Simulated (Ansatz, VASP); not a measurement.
# SnH2 in two plane-wave programs, part 2 of 2

Aim: how closely do two programs agree when they are given the same cell, functional and k mesh? The cell is generated by rule, not measured, and may not be a known phase. The cell is taken from a series of runs on this material, whose earlier steps may have relaxed, scaled, displaced or heated it; both programs get it as it stands.

VASP 6.6.1 and Ansatz 0.2.0.

So far: The structure; Ansatz: zone-centre phonons, PBEsol.

## 3. VASP: zone-centre phonons, PBEsol

Level of this step: PBEsol; plane waves and PAW (Sn_d, H); invented cell (VASP).

The same cell, functional, mesh and smearing now go to VASP, with its own data sets.

Lines of VASP's logs that name or quote its potential files are left out, and so is its time.

INCAR

```
SYSTEM = SnH2
PREC = Accurate
ENCUT = 500
EDIFF = 1E-08
NELM = 120
ISMEAR = 1
SIGMA = 0.2
LREAL = .FALSE.
ALGO = Normal
GGA = PS
NBANDS = 14
LORBIT = 11
LWAVE = .FALSE.
LCHARG = .FALSE.
ISIF = 2
IBRION = 8
LASPH = .TRUE.
GGA_COMPAT = .FALSE.
KPAR = 2
```

POSCAR

```
SnH2
1.0
    3.5965558943      0.0000000000      0.0000000000
   -1.7982779471      3.1147087706      0.0000000000
    0.0000000000      0.0000000000      3.1406510309
Sn H
1 2
Direct
    0.0000000000      0.0000000000      0.0000000000
    0.3333333333      0.6666666667      0.2190136770
    0.6666666667      0.3333333333      0.7809863230
```

KPOINTS

```
Automatic mesh
0
Gamma
15 15 16
0 0 0
```

Potentials, in the order of the species: Sn_d and H (PBE family, release 64).

On the command line:

```console
$ mpirun -np 2 vasp_std
```

Numbers of over 12 decimals in the logs are rounded to 6 here.

The log of the run:

```text
[banner, memory and clock lines left out]
running    2 mpi-ranks, on    1 nodes
 distrk:  each k-point on    1 cores,    2 groups
 distr:  one band on    1 cores,    1 groups

 POSCAR found type information on POSCAR SnH
 POSCAR found :  2 types and       3 ions
|                                                                             |
|               ----> ADVICE to this user running VASP <----                  |
|                                                                             |
|     You enforced a specific xc type in the INCAR file but a different       |
|     [... a line on the potential file left out ...]
|     I HOPE YOU KNOW WHAT YOU ARE DOING!                                     |
|                                                                             |

 LDA part: xc-table for (Slater+PW92), standard interpolation
 POSCAR, INCAR and KPOINTS ok, starting setup
 FFT: planning ... GRIDC
 FFT: planning ... GRID_SOFT
 FFT: planning ... GRID
 WAVECAR not read
 entering main loop
       N       E                     dE             d eps       ncg     rms          rms(c)
DAV:   1     0.871169787108E+02    0.87117E+02   -0.77489E+03 10804   0.153E+03
DAV:   2    -0.321036261308E+01   -0.90327E+02   -0.86360E+02 11350   0.345E+02
DAV:   3    -0.974981877775E+01   -0.65395E+01   -0.65062E+01 13032   0.779E+01
DAV:   4    -0.989331564683E+01   -0.14350E+00   -0.14346E+00 12598   0.124E+01
DAV:   5    -0.989845527618E+01   -0.51396E-02   -0.51395E-02 14606   0.225E+00    0.335E+00
DAV:   6    -0.962600032823E+01    0.27245E+00   -0.16388E-01 14752   0.566E+00    0.164E+00
DAV:   7    -0.957124129562E+01    0.54759E-01   -0.12635E-01 14786   0.321E+00    0.313E-01
DAV:   8    -0.957164681981E+01   -0.40552E-03   -0.19616E-02 13036   0.176E+00    0.108E-01
DAV:   9    -0.957169009079E+01   -0.43271E-04   -0.48186E-04 16142   0.311E-01    0.493E-02
DAV:  10    -0.957171055610E+01   -0.20465E-04   -0.72807E-05 13252   0.101E-01    0.186E-02
DAV:  11    -0.957171292638E+01   -0.23703E-05   -0.48726E-06 14034   0.257E-02    0.457E-03
DAV:  12    -0.957171210258E+01    0.82380E-06   -0.73366E-07 13252   0.782E-03    0.644E-04
DAV:  13    -0.957171206830E+01    0.34279E-07   -0.12133E-07 12688   0.262E-03    0.188E-04
DAV:  14    -0.957171206423E+01    0.40752E-08   -0.15747E-09  7598   0.384E-04
   1 F= -.95717121E+01 E0= -.95716034E+01  d E =-.326022E-03
 Linear response reoptimize wavefunctions to high precision
DAV:   1    -0.957171206608E+01   -0.18517E-08   -0.37812E-10  8828   0.226E-04
DAV:   2    -0.957171206607E+01    0.45475E-11   -0.86733E-11  6056   0.952E-05
 Linear response DOF=           4
 Linear response progress:
  Degree of freedom:   1/  4
       N       E                     dE             d eps       ncg     rms          rms(c)
RMM:   1    -0.210308090715E+00   -0.21031E+00    0.43822E-01 32614   0.106E+01
RMM:   2    -0.215931347667E+00   -0.56233E-02   -0.13697E-02 49128   0.110E+00    0.481E-02
RMM:   3    -0.215943101026E+00   -0.11753E-04   -0.11221E-03 50605   0.274E-01    0.246E-02
RMM:   4    -0.215740574412E+00    0.20253E-03   -0.59485E-05 52173   0.728E-02    0.731E-03
RMM:   5    -0.215715144874E+00    0.25430E-04   -0.51646E-06 52204   0.203E-02    0.315E-03
RMM:   6    -0.215719146748E+00   -0.40019E-05   -0.69075E-07 52710   0.641E-03    0.106E-03
RMM:   7    -0.215722769360E+00   -0.36226E-05   -0.56229E-07 54940   0.228E-03    0.349E-04
RMM:   8    -0.215719899533E+00    0.28698E-05   -0.27647E-08 53513   0.893E-04    0.396E-05
RMM:   9    -0.215720100622E+00   -0.20109E-06    0.35954E-08 57919   0.331E-04    0.173E-05
RMM:  10    -0.215719941239E+00    0.15938E-06    0.71417E-08 55624   0.145E-04    0.130E-05
RMM:  11    -0.215719890148E+00    0.51091E-07    0.44224E-08 57030   0.702E-05    0.264E-06
RMM:  12    -0.215719853468E+00    0.36680E-07    0.41782E-08 54270   0.374E-05    0.193E-06
RMM:  13    -0.215719812375E+00    0.41093E-07    0.17967E-08 51958   0.219E-05    0.634E-07
RMM:  14    -0.215719820740E+00   -0.83647E-08    0.13108E-08 36961   0.135E-05    0.482E-07
 first order change of Fermi-energy   0.69809E-04
 force on displaced ion       1 direction 1 :   0.619   0.000   0.000
 Linear response progress:
  Degree of freedom:   2/  4
       N       E                     dE             d eps       ncg     rms          rms(c)
RMM:   1    -0.205809679414E+00   -0.20581E+00    0.47915E-01 12592   0.112E+01
RMM:   2    -0.210955773670E+00   -0.51461E-02   -0.14543E-02 18901   0.110E+00    0.428E-02
RMM:   3    -0.210884346760E+00    0.71427E-04   -0.11224E-03 19604   0.275E-01    0.197E-02
RMM:   4    -0.210635873801E+00    0.24847E-03   -0.57457E-05 20208   0.682E-02    0.819E-03
RMM:   5    -0.210574137192E+00    0.61737E-04   -0.50406E-06 20167   0.191E-02    0.386E-03
RMM:   6    -0.210566373132E+00    0.77641E-05   -0.46553E-07 20256   0.578E-03    0.110E-03
RMM:   7    -0.210570768580E+00   -0.43954E-05   -0.93679E-08 21077   0.190E-03    0.500E-04
RMM:   8    -0.210572453602E+00   -0.16850E-05    0.32934E-07 20523   0.666E-04    0.654E-05
RMM:   9    -0.210572271659E+00    0.18194E-06    0.30904E-07 21421   0.277E-04    0.802E-06
RMM:  10    -0.210572041814E+00    0.22984E-06    0.19635E-07 21615   0.131E-04    0.603E-06
RMM:  11    -0.210572109950E+00   -0.68136E-07    0.11534E-07 22218   0.644E-05    0.307E-06
RMM:  12    -0.210572091112E+00    0.18838E-07    0.94377E-08 20966   0.362E-05    0.211E-06
RMM:  13    -0.210572092273E+00   -0.11614E-08    0.64397E-08 13214   0.229E-05    0.262E-06
 first order change of Fermi-energy  -0.18004E-03
 force on displaced ion       1 direction 3 :   0.000   0.000  -1.456
 Linear response progress:
  Degree of freedom:   3/  4
       N       E                     dE             d eps       ncg     rms          rms(c)
RMM:   1    -0.160286125084E-01   -0.16029E-01   -0.51884E-03 93219   0.690E-01
RMM:   2    -0.150555718661E-01    0.97304E-03   -0.66381E-04 83898   0.174E-01    0.686E-02
RMM:   3    -0.153333633908E-01   -0.27779E-03   -0.47656E-05 95354   0.526E-02    0.386E-02
RMM:   4    -0.158537678382E-01   -0.52040E-03   -0.43455E-05 93790   0.438E-02    0.388E-03
RMM:   5    -0.158975107217E-01   -0.43743E-04   -0.13750E-06 97243   0.834E-03    0.983E-04
RMM:   6    -0.158953526598E-01    0.21581E-05    0.40080E-08 97841   0.176E-03    0.640E-04
RMM:   7    -0.158956308556E-01   -0.27820E-06    0.34902E-08 98018   0.544E-04    0.539E-05
RMM:   8    -0.158957926380E-01   -0.16178E-06    0.82787E-09100997   0.150E-04    0.402E-05
RMM:   9    -0.158957457642E-01    0.46874E-07    0.57781E-09100659   0.486E-05    0.620E-06
RMM:  10    -0.158957522494E-01   -0.64852E-08   -0.41519E-10107398   0.140E-05    0.243E-06
 first order change of Fermi-energy  -0.28886E-05
 force on displaced ion       2 direction 1 :  -1.088   0.000  -0.000
 Linear response progress:
  Degree of freedom:   4/  4
       N       E                     dE             d eps       ncg     rms          rms(c)
RMM:   1    -0.148671401235E-01   -0.14867E-01   -0.72669E-03 18549   0.553E-01
RMM:   2    -0.145004103551E-01    0.36673E-03   -0.24017E-04 17609   0.101E-01    0.524E-02
RMM:   3    -0.147592571595E-01   -0.25885E-03   -0.17500E-05 19557   0.283E-02    0.306E-02
RMM:   4    -0.152232111750E-01   -0.46395E-03   -0.21026E-05 19091   0.250E-02    0.214E-03
RMM:   5    -0.152442601637E-01   -0.21049E-04   -0.39557E-07 19229   0.564E-03    0.502E-04
RMM:   6    -0.152423366893E-01    0.19235E-05   -0.24763E-08 20398   0.147E-03    0.304E-04
RMM:   7    -0.152424007837E-01   -0.64094E-07   -0.20829E-09 18736   0.423E-04    0.852E-05
RMM:   8    -0.152423856027E-01    0.15181E-07   -0.11791E-09 20710   0.148E-04    0.258E-05
RMM:   9    -0.152423858181E-01   -0.21541E-09    0.13229E-09 20593   0.425E-05    0.416E-06
 first order change of Fermi-energy   0.85402E-01
 force on displaced ion       2 direction 3 :  -0.000   0.000  -1.512
 Linear response finished
```

From OUTCAR (step 3):

```text
ion  position               nearest neighbor table
   1  0.000  0.000  0.000-   2 2.19   3 2.19   2 2.19   3 2.19   3 2.19   2 2.19
   2  0.333  0.667  0.219-   1 2.19   1 2.19   1 2.19
   3  0.667  0.333  0.781-   1 2.19   1 2.19   1 2.19

  LATTYP: Found a hexagonal cell.
 ALAT       =     3.5965558943
 C/A-ratio  =     0.8732384879

 Subroutine GETGRP returns: Found 12 space group operations
 (whereof 12 operations were pure point group operations)

The static configuration has the point symmetry D_3d.

 Found    376 irreducible k-points:

   k-points           NKPTS =    376   k-points in BZ     NKDIM =    376   number of bands    NBANDS=     14

   dimension x,y,z NGX =    28 NGY =   28 NGZ =   24
   dimension x,y,z NGXF=    56 NGYF=   56 NGZF=   48

   ENCUT  =  500.0 eV  36.75 Ry    6.06 a.u.   6.56  6.56  5.73*2*pi/ulx,y,z

   NELECT =      16.0000    total number of electrons

 k-points in reciprocal lattice and weights: Automatic mesh
   0.00000000  0.00000000  0.00000000       0.000
   0.06666667  0.00000000  0.00000000       0.002
   0.13333333  0.00000000  0.00000000       0.002
   0.20000000  0.00000000  0.00000000       0.002
   0.26666667  0.00000000  0.00000000       0.002
   0.33333333 -0.00000000  0.00000000       0.002
   0.40000000 -0.00000000  0.00000000       0.002
   0.46666667  0.00000000  0.00000000       0.002
   0.06666667  0.06666667  0.00000000       0.002
[...]
0.33333333  0.26666667  0.50000000       0.003
   0.33333333  0.33333333  0.50000000       0.001

 average (electrostatic) potential at core
       1-100.6907       2 -29.8782       3 -29.8782

  Total       -0.0343904     -0.0343904     -0.0335452     -0.0000000      0.0000000     -0.0000000
  in kB       -1.5661145     -1.5661145     -1.5276266     -0.0000000      0.0000000     -0.0000000
  external PRESSURE =      -1.5532852 kB  Pullay stress =       0.0000000 kB

  energy-cutoff  :      500.00
  volume of cell :       35.18
      direct lattice vectors                 reciprocal lattice vectors
     3.596555894  0.000000000  0.000000000     0.278043781  0.160528652  0.000000000
    -1.798277947  3.114708771  0.000000000     0.000000000  0.321057304  0.000000000
     0.000000000  0.000000000  3.140651031     0.000000000  0.000000000  0.318405321

 POSITION                                       TOTAL-FORCE (eV/Angst)
 -----------------------------------------------------------------------------------
      0.00000      0.00000      0.00000         0.000000      0.000000      0.000000
     -0.00000      2.07647      0.68785        -0.000000      0.000000      0.000710
      1.79828      1.03824      2.45281         0.000000     -0.000000     -0.000710
 -----------------------------------------------------------------------------------
    total drift:                               -0.000000      0.000000      0.000000

 Eigenvectors and eigenvalues of the dynamical matrix
 ----------------------------------------------------

   1 f  =   24.538600 THz   154.180568 2PiTHz  818.519575 cm-1   101.483448 meV
             X         Y         Z           dx          dy          dz
      0.000000  0.000000  0.000000     0.000000   -0.000000   -0.000000
     -0.000000  2.076473  0.687846    -0.471657   -0.526820    0.000000
      1.798278  1.038236  2.452806     0.471657    0.526820   -0.000000

   2 f  =   24.538600 THz   154.180568 2PiTHz  818.519575 cm-1   101.483448 meV
             X         Y         Z           dx          dy          dz
      0.000000  0.000000  0.000000    -0.000000    0.000000    0.000000
     -0.000000  2.076473  0.687846     0.526820   -0.471657    0.000000
      1.798278  1.038236  2.452806    -0.526820    0.471657   -0.000000

   3 f  =   23.547341 THz   147.952306 2PiTHz  785.454742 cm-1    97.383933 meV
             X         Y         Z           dx          dy          dz
      0.000000  0.000000  0.000000    -0.000000   -0.000000   -0.000000
     -0.000000  2.076473  0.687846    -0.000000   -0.000000   -0.707107
      1.798278  1.038236  2.452806     0.000000    0.000000    0.707107

   4 f  =   13.691199 THz    86.024342 2PiTHz  456.689251 cm-1    56.622225 meV
             X         Y         Z           dx          dy          dz
      0.000000  0.000000  0.000000     0.000000    0.000000   -0.126487
     -0.000000  2.076473  0.687846     0.000000    0.000000    0.701428
      1.798278  1.038236  2.452806     0.000000    0.000000    0.701428

   5 f  =    0.041991 THz     0.263835 2PiTHz    1.400655 cm-1     0.173659 meV
             X         Y         Z           dx          dy          dz
      0.000000  0.000000  0.000000    -0.395999   -0.908473    0.000000
     -0.000000  2.076473  0.687846    -0.037761   -0.086629    0.000000
      1.798278  1.038236  2.452806    -0.037761   -0.086629    0.000000

   6 f  =    0.041991 THz     0.263835 2PiTHz    1.400655 cm-1     0.173659 meV
             X         Y         Z           dx          dy          dz
      0.000000  0.000000  0.000000    -0.908473    0.395999    0.000000
     -0.000000  2.076473  0.687846    -0.086629    0.037761    0.000000
      1.798278  1.038236  2.452806    -0.086629    0.037761    0.000000

   7 f/i=    0.030820 THz     0.193649 2PiTHz    1.028053 cm-1     0.127462 meV
             X         Y         Z           dx          dy          dz
      0.000000  0.000000  0.000000    -0.000000    0.000000   -0.991968
     -0.000000  2.076473  0.687846    -0.000000    0.000000   -0.089439
      1.798278  1.038236  2.452806    -0.000000    0.000000   -0.089439

   8 f/i=    8.452003 THz    53.105499 2PiTHz  281.928463 cm-1    34.954659 meV
             X         Y         Z           dx          dy          dz
      0.000000  0.000000  0.000000     0.099569   -0.089145   -0.000000
     -0.000000  2.076473  0.687846    -0.522089    0.467432   -0.000000
      1.798278  1.038236  2.452806    -0.522089    0.467432   -0.000000

   9 f/i=    8.452003 THz    53.105499 2PiTHz  281.928463 cm-1    34.954659 meV
             X         Y         Z           dx          dy          dz
      0.000000  0.000000  0.000000     0.089145    0.099569    0.000000
     -0.000000  2.076473  0.687846    -0.467432   -0.522089    0.000000
      1.798278  1.038236  2.452806    -0.467432   -0.522089    0.000000

 ELASTIC MODULI CONTR FROM IONIC RELAXATION (kBar)
 Direction    XX          YY          ZZ          XY          YZ          ZX
 --------------------------------------------------------------------------------
 XX        -136.1153    -96.9247      0.8528     -0.0000     21.2453      0.0000
 YY         -96.9247   -136.1153      0.8528     -0.0000    -21.2453     -0.0000
 ZZ           0.8528      0.8528     -0.0062      0.0000      0.0000      0.0000
 XY          -0.0000     -0.0000      0.0000    -19.5953     -0.0000     21.2398
 YZ          21.2453    -21.2453      0.0000     -0.0000    -23.0343     -0.0000
 ZX           0.0000     -0.0000      0.0000     21.2398     -0.0000    -23.0224
 --------------------------------------------------------------------------------
```

## 4. Side by side

Known differences besides the potentials themselves: the cutoff is 420 eV in Ansatz and 500 eV in VASP; Ansatz makes its cores anew for this functional, VASP keeps those of its PBE data sets. Total energies have different zeros and are not compared.

Both answers:

```csv
quantity,Ansatz,VASP,difference
"optical mode 1 to 2 (imaginary, printed as negative) (cm⁻¹)",-280.6,-281.9,+1.4
optical mode 3 (cm⁻¹),454.4,456.7,-0.51 %
optical mode 4 (cm⁻¹),780.9,785.5,-0.58 %
optical mode 5 to 6 (cm⁻¹),815.2,818.5,-0.41 %
```

Modes are paired by rising frequency, not by their patterns, so a pair may set unlike modes beside each other; they are those without the splitting of longitudinal modes.

## 5. Summary of results

```yaml
r_m_s_difference_of_the_optical_zone_centre_modes_each_program_s_sorted_by_frequency_zone_centre_phonons_pbesol: 3.0 cm⁻¹
difference_in_optical_mode_4_zone_centre_phonons_pbesol: -0.6 %
```

The r.m.s. difference of the optical zone-centre modes, each program's sorted by frequency is 3.0 cm⁻¹ (zone-centre phonons, PBEsol). Among the rows given in per cent, the largest difference of the zone-centre phonons, PBEsol pair is in optical mode 4, -0.6 %. Such differences can come from data sets, numerical settings and the points named under the comparisons, not from the functional's error against experiment.

[Lines on the potential files, build, host, timing and source positions are cut from VASP's logs without a mark.]

[Logs are printed without paths, hosts, clocks, repeated set-up lines and the standing remarks that a program may print on its own settings, such as how far it seeks lower states.]

[Hosts, paths, dates, database ids (printed as entryN), source tags and the programs' standing remarks are cut or masked in the printed files.]
